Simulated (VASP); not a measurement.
These are MS2 meta-GGA, VASP's PBE PAW potentials (set 64) (plane waves; VASP) values and carry that method's errors.

A VASP calculation is set up with these files.

**INCAR**
```
# general
SYSTEM  = Cd
PREC    = Accurate
ENCUT   = 520
LREAL   = .FALSE.
LASPH   = .TRUE.

# electronic loop
EDIFF   = 1E-7
NELM    = 100
ALGO    = Normal
LMAXMIX = 4
LMIXTAU = .TRUE.

# smearing
ISMEAR  = 1
SIGMA   = 0.1

# functional
METAGGA = MS2

# ions
IBRION  = 2
NSW     = 30
ISIF    = 4
EDIFFG  = -0.01

# output
LWAVE   = .FALSE.
LCHARG  = .FALSE.
```

### POSCAR
```
Cd
1
    1.5012722257    -2.6002800684     0.0000000000
    1.5012722257     2.6002800684     0.0000000000
    0.0000000000     0.0000000000     5.5435715249
Cd
2
Direct
  0.3333330000   0.6666670000   0.2500000000
  0.6666670000   0.3333330000   0.7500000000
```

**KPOINTS**
```
Automatic mesh
0
Gamma
14 14 7
0 0 0
```

POTCAR, in this order: Cd (PBE.64 set). Program: vasp_std.

What VASP printed:

### OSZICAR
```
       N       E                     dE             d eps       ncg     rms          rms(c)
DAV:   1     0.150779469170E+03    0.15078E+03   -0.11963E+04  3072   0.139E+03
DAV:   2    -0.168256734959E+02   -0.16761E+03   -0.16159E+03  3080   0.353E+02
DAV:   3    -0.204595143826E+02   -0.36338E+01   -0.36249E+01  3880   0.627E+01
DAV:   4    -0.204648703198E+02   -0.53559E-02   -0.53558E-02  3424   0.221E+00
DAV:   5    -0.204648800151E+02   -0.96953E-05   -0.96954E-05  4112   0.910E-02    0.173E+01
DAV:   6    -0.164433470051E+01    0.18821E+02   -0.53828E+01  3072   0.115E+02    0.915E+00
DAV:   7     0.388156662684E+01    0.55259E+01   -0.31244E+00  3096   0.174E+01    0.720E+00
DAV:   8    -0.231685070577E+01   -0.61984E+01   -0.15788E+01  3152   0.424E+01    0.885E+00
DAV:   9     0.461748194655E+01    0.69343E+01   -0.79245E+00  3088   0.296E+01    0.210E+00
DAV:  10     0.467339192029E+01    0.55910E-01   -0.89906E-02  3464   0.341E+00    0.261E+00
DAV:  11     0.430153971515E+01   -0.37185E+00   -0.27494E-01  3088   0.625E+00    0.400E+00
DAV:  12     0.427387615793E+01   -0.27664E-01   -0.11482E-01  3200   0.414E+00    0.301E+00
DAV:  13     0.427275017964E+01   -0.11260E-02   -0.41231E-03  3552   0.672E-01    0.269E+00
DAV:  14     0.427797321310E+01    0.52230E-02   -0.14459E-03  3480   0.509E-01    0.236E+00
DAV:  15     0.427582365784E+01   -0.21496E-02   -0.27018E-03  3168   0.649E-01    0.184E+00
DAV:  16     0.427695883917E+01    0.11352E-02   -0.32033E-04  3272   0.243E-01    0.159E+00
DAV:  17     0.427704326215E+01    0.84423E-04   -0.60159E-04  3248   0.313E-01    0.111E+00
DAV:  18     0.427717285640E+01    0.12959E-03   -0.30694E-04  3288   0.231E-01    0.508E-01
DAV:  19     0.427711555228E+01   -0.57304E-04   -0.32118E-04  3392   0.231E-01    0.161E-01
DAV:  20     0.427711472712E+01   -0.82516E-06   -0.28004E-05  3424   0.678E-02    0.517E-02
DAV:  21     0.427709213438E+01   -0.22593E-04   -0.60071E-05  3120   0.101E-01    0.244E-02
DAV:  22     0.427710181554E+01    0.96812E-05   -0.56207E-06  3272   0.276E-02    0.174E-02
DAV:  23     0.427709741624E+01   -0.43993E-05   -0.23664E-06  3416   0.190E-02    0.741E-03
DAV:  24     0.427710470817E+01    0.72919E-05   -0.83890E-07  3424   0.105E-02    0.252E-03
DAV:  25     0.427710341851E+01   -0.12897E-05   -0.20573E-07  2456   0.539E-03    0.293E-03
DAV:  26     0.427710539992E+01    0.19814E-05   -0.52788E-08  1704   0.232E-03    0.169E-03
DAV:  27     0.427710534982E+01   -0.50097E-07   -0.36908E-08  1648   0.226E-03
   1 F= 0.42771053E+01 E0= 0.42771822E+01  d E =0.427711E+01
       N       E                     dE             d eps       ncg     rms          rms(c)
DAV:   1     0.427281495184E+01   -0.42904E-02   -0.19445E-01  3256   0.412E+00    0.316E-01
DAV:   2     0.427557078608E+01    0.27558E-02   -0.14872E-03  3240   0.511E-01    0.182E-01
DAV:   3     0.427653477244E+01    0.96399E-03   -0.23309E-03  3320   0.446E-01    0.613E-02
DAV:   4     0.427637265643E+01   -0.16212E-03   -0.13998E-04  3360   0.163E-01    0.549E-02
DAV:   5     0.427682235713E+01    0.44970E-03   -0.87952E-05  3120   0.111E-01    0.401E-02
DAV:   6     0.427637501980E+01   -0.44734E-03   -0.10281E-04  3120   0.108E-01    0.216E-02
DAV:   7     0.427636650106E+01   -0.85187E-05   -0.49105E-06  3336   0.190E-02    0.156E-02
DAV:   8     0.427636531876E+01   -0.11823E-05   -0.11443E-07  2168   0.461E-03    0.132E-02
DAV:   9     0.427636742466E+01    0.21059E-05   -0.13494E-07  2304   0.265E-03    0.561E-03
DAV:  10     0.427636516470E+01   -0.22600E-05   -0.70556E-08  1696   0.350E-03    0.594E-04
DAV:  11     0.427636572930E+01    0.56460E-06   -0.26097E-08  1560   0.205E-03    0.688E-04
DAV:  12     0.427636486697E+01   -0.86233E-06   -0.43338E-09  1584   0.106E-03    0.984E-04
DAV:  13     0.427636511726E+01    0.25029E-06   -0.17701E-09  1576   0.532E-04    0.540E-04
DAV:  14     0.427636491340E+01   -0.20386E-06   -0.48698E-10  1560   0.267E-04    0.754E-05
DAV:  15     0.427636496687E+01    0.53470E-07   -0.57906E-11  1560   0.904E-05
   2 F= 0.42763650E+01 E0= 0.42762796E+01  d E =-.740383E-03
       N       E                     dE             d eps       ncg     rms          rms(c)
DAV:   1     0.424440347204E+01   -0.31961E-01   -0.17552E+00  3264   0.124E+01    0.944E-01
DAV:   2     0.426859223543E+01    0.24189E-01   -0.12802E-02  3248   0.150E+00    0.545E-01
DAV:   3     0.427695741810E+01    0.83652E-02   -0.20786E-02  3312   0.136E+00    0.181E-01
DAV:   4     0.427554426887E+01   -0.14131E-02   -0.13067E-03  3304   0.506E-01    0.164E-01
DAV:   5     0.428070960496E+01    0.51653E-02   -0.13196E-03  3128   0.466E-01    0.135E-01
DAV:   6     0.427683082851E+01   -0.38788E-02   -0.54429E-04  3144   0.293E-01    0.558E-02
DAV:   7     0.427548534987E+01   -0.13455E-02   -0.27098E-04  3168   0.216E-01    0.552E-02
DAV:   8     0.427549460427E+01    0.92544E-05   -0.92747E-06  3344   0.391E-02    0.404E-02
DAV:   9     0.427549377883E+01   -0.82544E-06   -0.50360E-08  2480   0.283E-03    0.367E-02
DAV:  10     0.427549183279E+01   -0.19460E-05   -0.69881E-07  3248   0.761E-03    0.135E-02
DAV:  11     0.427548729027E+01   -0.45425E-05   -0.43958E-07  2992   0.827E-03    0.905E-03
DAV:  12     0.427548595955E+01   -0.13307E-05   -0.19575E-07  2528   0.452E-03    0.221E-03
DAV:  13     0.427548578192E+01   -0.17763E-06   -0.45084E-08  1592   0.238E-03    0.111E-03
DAV:  14     0.427548561380E+01   -0.16813E-06   -0.30253E-09  1576   0.603E-04    0.636E-04
DAV:  15     0.427548566230E+01    0.48506E-07   -0.55186E-10  1568   0.308E-04
   3 F= 0.42754857E+01 E0= 0.42753188E+01  d E =-.161969E-02
```

### OUTCAR
```
------------------------ aborting loop because EDIFF is reached ----------------------------------------
  FORCE on cell =-STRESS in cart. coord.  units (eV):
  Direction    XX          YY          ZZ          XY          YZ          ZX
  --------------------------------------------------------------------------------------
  Total       -0.5493963     -0.5493964     -0.5403575      0.0000000     -0.0000000      0.0000000
  in kB      -20.3374771    -20.3374815    -20.0028796      0.0000000     -0.0000000      0.0000000
  external PRESSURE =     -20.2259461 kB  Pullay stress =       0.0000000 kB
  volume of cell :       43.28
      direct lattice vectors                 reciprocal lattice vectors
     1.512352121 -2.619470991 -0.000000000     0.330610837 -0.190878235 -0.000000000
     1.512352121  2.619470991 -0.000000000     0.330610837  0.190878235 -0.000000000
     0.000000000 -0.000000000  5.462641745     0.000000000 -0.000000000  0.183061611
 POSITION                                       TOTAL-FORCE (eV/Angst)
 -----------------------------------------------------------------------------------
      1.51235      0.87316      1.36566         0.000000     -0.000000      0.000000
      1.51235     -0.87316      4.09698        -0.000000      0.000000     -0.000000
 -----------------------------------------------------------------------------------
    total drift:                                0.000000      0.000197      0.000002
  FREE ENERGIE OF THE ION-ELECTRON SYSTEM (eV)
  ---------------------------------------------------
  free  energy   TOTEN  =         4.2754856623 eV

  energy  without entropy=        4.2749850603  energy(sigma->0) =        4.27531879

 reached required accuracy - stopping structural energy minimisation
```
(Selected blocks of OUTCAR.)

**CONTCAR**
```
Cd
   1.00000000000000
     1.5123521212477324   -2.6194709913337908   -0.0000000000000000
     1.5123521212477324    2.6194709913337908   -0.0000000000000000
     0.0000000000000000   -0.0000000000000000    5.4626417449590186
  Cd
     2
Direct
     0.3333330000000032    0.6666669999999968    0.2500000000000000
     0.6666669999999968    0.3333330000000032    0.7500000000000000
```

The compound is Cd in the hcp structure. This cell is one point of a volume scan, at 1.03 of the reference volume. Symmetry was kept, so distortions that lower it aren't found.
